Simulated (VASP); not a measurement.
Output of a VASP run:

### OSZICAR
```
       N       E                     dE             d eps       ncg     rms          rms(c)
DAV:   1     0.121013708440E+03    0.12101E+03   -0.11375E+04  1554   0.106E+03
DAV:   2    -0.295063415023E+02   -0.15052E+03   -0.14384E+03  2206   0.198E+02
DAV:   3    -0.397309190187E+02   -0.10225E+02   -0.10164E+02  1972   0.587E+01
DAV:   4    -0.399465869994E+02   -0.21567E+00   -0.21526E+00  2037   0.103E+01
DAV:   5    -0.399521337623E+02   -0.55468E-02   -0.55447E-02  1990   0.152E+00    0.102E+01
DAV:   6    -0.393551303306E+02    0.59700E+00   -0.65231E-01  1902   0.393E+00    0.652E+00
DAV:   7    -0.391720721402E+02    0.18306E+00   -0.57860E-01  1955   0.382E+00    0.150E+00
DAV:   8    -0.391703728465E+02    0.16993E-02   -0.43025E-02  1918   0.124E+00    0.621E-01
DAV:   9    -0.391705166510E+02   -0.14380E-03   -0.71229E-03  1904   0.479E-01    0.162E-01
DAV:  10    -0.391706060662E+02   -0.89415E-04   -0.58080E-04  1897   0.149E-01    0.872E-02
DAV:  11    -0.391706261643E+02   -0.20098E-04   -0.84228E-05  1920   0.612E-02    0.389E-02
DAV:  12    -0.391706445187E+02   -0.18354E-04   -0.33261E-05  1918   0.345E-02    0.150E-02
DAV:  13    -0.391706449836E+02   -0.46493E-06   -0.21072E-06  1402   0.117E-02
   1 F= -.39170645E+02 E0= -.39170645E+02  d E =-.391706E+02
       N       E                     dE             d eps       ncg     rms          rms(c)
DAV:   1    -0.391708592162E+02   -0.21470E-03   -0.46270E-03  1829   0.372E-01    0.497E-02
DAV:   2    -0.391708467173E+02    0.12499E-04   -0.23175E-04  1909   0.933E-02    0.214E-02
DAV:   3    -0.391708378255E+02    0.88918E-05   -0.17203E-05  2067   0.260E-02    0.117E-02
DAV:   4    -0.391708356804E+02    0.21451E-05   -0.40239E-06  1773   0.114E-02    0.422E-03
DAV:   5    -0.391708356258E+02    0.54585E-07   -0.96922E-07  1252   0.601E-03
   2 F= -.39170836E+02 E0= -.39170836E+02  d E =-.190642E-03
       N       E                     dE             d eps       ncg     rms          rms(c)
DAV:   1    -0.391709445994E+02   -0.10892E-03   -0.64004E-03  1709   0.438E-01    0.580E-02
DAV:   2    -0.391709294623E+02    0.15137E-04   -0.32739E-04  1914   0.110E-01    0.235E-02
DAV:   3    -0.391709169919E+02    0.12470E-04   -0.20947E-05  2051   0.292E-02    0.141E-02
DAV:   4    -0.391709136745E+02    0.33174E-05   -0.69520E-06  1904   0.146E-02    0.459E-03
DAV:   5    -0.391709136443E+02    0.30223E-07   -0.84984E-07  1227   0.601E-03
   3 F= -.39170914E+02 E0= -.39170914E+02  d E =-.268661E-03
```

File OUTCAR:
```
------------------------ aborting loop because EDIFF is reached ----------------------------------------
  FORCE on cell =-STRESS in cart. coord.  units (eV):
  Direction    XX          YY          ZZ          XY          YZ          ZX
  --------------------------------------------------------------------------------------
  Total        0.0184381      0.0184381      0.0337716     -0.0165839     -0.0000000     -0.0000000
  in kB        0.2298692      0.2298692      0.4210335     -0.2067531     -0.0000000     -0.0000000
  external PRESSURE =       0.2935907 kB  Pullay stress =       0.0000000 kB
  volume of cell :      128.51
      direct lattice vectors                 reciprocal lattice vectors
     0.000533179  5.051169237  5.036880246    -0.098997432  0.098997432  0.099267796
     5.051169237  0.000533179  5.036880246     0.098997432 -0.098997432  0.099267796
     2.525851208  2.525851208 -0.000000000     0.197953070  0.197953070 -0.198535592
 POSITION                                       TOTAL-FORCE (eV/Angst)
 -----------------------------------------------------------------------------------
      5.05170      5.05170      9.87457        -0.000000     -0.000000      0.001862
      5.14931      7.47994      7.64363        -0.005316      0.005316      0.002174
      7.47994      5.14931      7.64363         0.005316     -0.005316      0.002174
      5.05170      5.05170      5.05396        -0.000000     -0.000000      0.007957
      1.26293      1.26293      1.26561         0.000000      0.000000     -0.008053
      3.79162      1.26008      3.77380        -0.008293      0.008293     -0.006332
      1.26008      3.79162      3.77380         0.008293     -0.008293     -0.006332
      3.78878      3.78878      6.30292        -0.000000     -0.000000      0.006549
 -----------------------------------------------------------------------------------
    total drift:                                0.000000      0.000000     -0.000068
  FREE ENERGIE OF THE ION-ELECTRON SYSTEM (eV)
  ---------------------------------------------------
  free  energy   TOTEN  =       -39.1709136443 eV

  energy  without entropy=      -39.1709136443  energy(sigma->0) =      -39.17091364

 reached required accuracy - stopping structural energy minimisation
```
(Selected blocks of OUTCAR.)

POSCAR:
```
Be4S3Te
1
    0.0036755343     5.0547048892     5.0326402362
    5.0547048892     0.0036755343     5.0326402362
    2.5291902118     2.5291902118     0.0000000000
Be Te S
4 1 3
Direct
  0.9805681463   0.9805681463   0.0388637074
  0.9897411243   0.5281541174   0.9821047583
  0.5281541174   0.9897411243   0.9821047583
  0.5013620830   0.5013620830   0.9972758341
  0.1256461351   0.1256461351   0.2487077298
  0.1239449129   0.6249797167   0.2510753704
  0.6249797167   0.1239449129   0.2510753704
  0.6256037643   0.6256037643   0.2487924714
```

Q: Reconstruct the remaining input files.

A: One answer among several that fit: the input of the run itself, PBEsol GGA, plane waves, VASP's PBE PAW potentials (set 64).

KPOINTS:
```
Automatic mesh
0
Gamma
4 4 7
0 0 0
```

**INCAR**
```
ALGO=Normal
EDIFF=1E-6
EDIFFG=-0.02
ENCUT=400
GGA=PS
IBRION=2
ISIF=3
ISMEAR=0
LASPH=.TRUE.
LCHARG=.FALSE.
LMAXMIX=4
LREAL=.FALSE.
LWAVE=.FALSE.
NELM=100
NSW=60
PREC=Accurate
SIGMA=0.05
SYSTEM=Be4S3Te
```

POTCAR, in this order: Be Te S (PBE.64 set). Program: vasp_std.

The structure was generated: Be4S3Te was put into an ordered model structure (Amm2), which need not be its known phase. This run relaxes it. Symmetry was kept, so distortions that lower it aren't found. The start is the result of an earlier pass.
